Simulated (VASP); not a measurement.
These are r2SCAN meta-GGA, VASP's PBE PAW potentials (set 64) (plane waves; VASP) values and carry that method's errors.

Input for VASP

File KPOINTS:
```
Automatic mesh
0
Gamma
16 16 9
0 0 0
```

### POSCAR
```
Be
1
    1.1450000000    -1.9831980000     0.0000000000
    1.1450000000     1.9831980000     0.0000000000
    0.0000000000     0.0000000000     3.5800000000
Be
2
Direct
  0.3333330000   0.6666670000   0.2500000000
  0.6666670000   0.3333330000   0.7500000000
```

**INCAR**
```
# general
SYSTEM  = Be
PREC    = Accurate
ENCUT   = 400
LREAL   = .FALSE.
LASPH   = .TRUE.

# electronic loop
EDIFF   = 1E-6
NELM    = 100
ALGO    = Normal
LMIXTAU = .TRUE.

# smearing
ISMEAR  = 1
SIGMA   = 0.1

# functional
METAGGA = R2SCAN

# ions
IBRION  = 2
NSW     = 60
ISIF    = 3
EDIFFG  = -0.01

# output
LWAVE   = .FALSE.
LCHARG  = .FALSE.
```

POTCAR, in this order: Be (PBE.64 set). Program: vasp_std.

Output of the run:

File OUTCAR:
```
 ion  position               nearest neighbor table
   1  0.333  0.667  0.250-   2 2.23   2 2.23   2 2.23   2 2.23   2 2.23   2 2.23
   2  0.667  0.333  0.750-   1 2.23   1 2.23   1 2.23   1 2.23   1 2.23   1 2.23
  LATTYP: Found a hexagonal cell.
 ALAT       =     2.2899998487
 C/A-ratio  =     1.5633188806
 Subroutine PRICEL returns:
 Original cell was already a primitive cell.
 Subroutine GETGRP returns: Found 24 space group operations
The static configuration has the point symmetry D_3d.
 The point group associated with its full space group is D_6h.
The dynamic configuration has the point symmetry D_3d.
 Subroutine INISYM returns: Found 24 space group operations
 Subroutine IBZKPT returns following result:
 Found    150 irreducible k-points:

 Following reciprocal coordinates:
            Coordinates               Weight
  0.000000  0.000000  0.000000      1.000000
  0.062500  0.000000  0.000000      6.000000
  0.125000  0.000000  0.000000      6.000000
  0.187500  0.000000  0.000000      6.000000
  0.250000  0.000000  0.000000      6.000000
  0.312500  0.000000  0.000000      6.000000
  0.375000  0.000000  0.000000      6.000000
...
```

**OSZICAR**
```
       N       E                     dE             d eps       ncg     rms          rms(c)
DAV:   1    -0.517134256825E+01   -0.51713E+01   -0.16290E+03  1848   0.467E+02
DAV:   2    -0.894072252022E+01   -0.37694E+01   -0.36529E+01  2760   0.548E+01
DAV:   3    -0.895895452073E+01   -0.18232E-01   -0.18231E-01  2364   0.359E+00
DAV:   4    -0.895896686647E+01   -0.12346E-04   -0.12346E-04  2646   0.946E-02
DAV:   5    -0.895896687771E+01   -0.11241E-07   -0.10419E-07  2322   0.140E-03    0.126E+00
DAV:   6    -0.868165214136E+01    0.27731E+00   -0.95108E-02  1980   0.284E+00    0.743E-01
DAV:   7    -0.866165445521E+01    0.19998E-01   -0.14250E-02  1974   0.119E+00    0.126E-01
DAV:   8    -0.868203045643E+01   -0.20376E-01   -0.79355E-03  2148   0.815E-01    0.124E-02
DAV:   9    -0.868078341759E+01    0.12470E-02   -0.22924E-04  2202   0.157E-01    0.118E-02
DAV:  10    -0.868043923211E+01    0.34419E-03   -0.27247E-05  2196   0.507E-02    0.646E-03
DAV:  11    -0.868040570211E+01    0.33530E-04   -0.83155E-06  2376   0.217E-02    0.189E-03
DAV:  12    -0.868040741374E+01   -0.17116E-05   -0.26595E-06  2124   0.177E-02    0.235E-04
DAV:  13    -0.868040906680E+01   -0.16531E-05   -0.11442E-08  1182   0.112E-03    0.816E-05
DAV:  14    -0.868040755229E+01    0.15145E-05   -0.11004E-08  1092   0.799E-04    0.341E-05
DAV:  15    -0.868040822511E+01   -0.67282E-06   -0.15376E-09  1032   0.289E-04
   1 F= -.86804082E+01 E0= -.86803761E+01  d E =-.868041E+01
       N       E                     dE             d eps       ncg     rms          rms(c)
DAV:   1    -0.868461636619E+01   -0.42088E-02   -0.12961E-02  2232   0.134E+00    0.470E-02
DAV:   2    -0.868474040059E+01   -0.12403E-03   -0.18819E-04  2460   0.137E-01    0.327E-02
DAV:   3    -0.868463533975E+01    0.10506E-03   -0.97988E-05  1932   0.115E-01    0.117E-02
DAV:   4    -0.868474122423E+01   -0.10588E-03   -0.45332E-05  1938   0.609E-02    0.921E-04
DAV:   5    -0.868473178400E+01    0.94402E-05   -0.46794E-07  2148   0.814E-03    0.452E-04
DAV:   6    -0.868473596769E+01   -0.41837E-05   -0.17320E-07  1182   0.390E-03    0.123E-04
DAV:   7    -0.868473411876E+01    0.18489E-05   -0.19631E-08   984   0.114E-03    0.395E-05
DAV:   8    -0.868473444003E+01   -0.32127E-06   -0.97099E-10   954   0.323E-04
   2 F= -.86847344E+01 E0= -.86846743E+01  d E =-.432621E-02
       N       E                     dE             d eps       ncg     rms          rms(c)
DAV:   1    -0.868482283282E+01   -0.88714E-04   -0.31874E-04  2256   0.210E-01    0.742E-03
DAV:   2    -0.868482877238E+01   -0.59396E-05   -0.47279E-06  2442   0.219E-02    0.515E-03
DAV:   3    -0.868482649571E+01    0.22767E-05   -0.24836E-06  1926   0.186E-02    0.183E-03
DAV:   4    -0.868483161280E+01   -0.51171E-05   -0.11357E-06  1746   0.966E-03    0.149E-04
DAV:   5    -0.868482978503E+01    0.18278E-05   -0.12676E-08   990   0.134E-03    0.715E-05
DAV:   6    -0.868483096016E+01   -0.11751E-05   -0.42449E-09   930   0.675E-04    0.213E-05
DAV:   7    -0.868483066917E+01    0.29099E-06   -0.45892E-10   936   0.187E-04
   3 F= -.86848307E+01 E0= -.86847654E+01  d E =-.442244E-02
       N       E                     dE             d eps       ncg     rms          rms(c)
DAV:   1    -0.868483041469E+01    0.54547E-06   -0.69206E-06  2292   0.309E-02    0.109E-03
DAV:   2    -0.868483090857E+01   -0.49388E-06   -0.10063E-07  1044   0.323E-03
   4 F= -.86848309E+01 E0= -.86847648E+01  d E =-.442268E-02
       N       E                     dE             d eps       ncg     rms          rms(c)
DAV:   1    -0.868484084862E+01   -0.10434E-04   -0.10377E-04  2244   0.686E-02    0.324E-03
DAV:   2    -0.868484149229E+01   -0.64367E-06   -0.42693E-07  2016   0.587E-03
   5 F= -.86848415E+01 E0= -.86847696E+01  d E =-.105837E-04
```

**OUTCAR**
```
------------------------ aborting loop because EDIFF is reached ----------------------------------------
  FORCE on cell =-STRESS in cart. coord.  units (eV):
  Direction    XX          YY          ZZ          XY          YZ          ZX
  --------------------------------------------------------------------------------------
  Total        0.0037636      0.0037636      0.0036766      0.0000000      0.0000000      0.0000000
  in kB        0.3808267      0.3808267      0.3720244      0.0000000      0.0000000      0.0000000
  external PRESSURE =       0.3778926 kB  Pullay stress =       0.0000000 kB
  volume of cell :       15.83
      direct lattice vectors                 reciprocal lattice vectors
     1.132904196 -1.962247459 -0.000000000     0.441343585 -0.254809860  0.000000000
     1.132904196  1.962247459  0.000000000     0.441343585  0.254809860  0.000000000
    -0.000000000 -0.000000000  3.561262657     0.000000000 -0.000000000  0.280799283
 POSITION                                       TOTAL-FORCE (eV/Angst)
 -----------------------------------------------------------------------------------
      1.13290      0.65408      0.89032         0.000000      0.000000      0.000000
      1.13290     -0.65408      2.67095        -0.000000     -0.000000      0.000000
 -----------------------------------------------------------------------------------
    total drift:                                0.000000     -0.000003      0.000004
  FREE ENERGIE OF THE ION-ELECTRON SYSTEM (eV)
  ---------------------------------------------------
  free  energy   TOTEN  =        -8.6848414923 eV

  energy  without entropy=       -8.6846257662  energy(sigma->0) =       -8.68476958

 reached required accuracy - stopping structural energy minimisation
```
(Selected blocks of OUTCAR.)

**CONTCAR**
```
Be
   1.00000000000000
     1.1329041964259623   -1.9622474591855679   -0.0000000000000000
     1.1329041964259623    1.9622474591855679    0.0000000000000000
    -0.0000000000000000   -0.0000000000000000    3.5612626565680707
  Be
     2
Direct
     0.3333330000000032    0.6666669999999968    0.2500000000000000
     0.6666669999999968    0.3333330000000032    0.7500000000000000
```

Energy and stress use the plane-wave basis of the starting cell.

The compound is Be in the hcp structure. This run relaxes it. Symmetry was kept, so distortions that lower it aren't found.
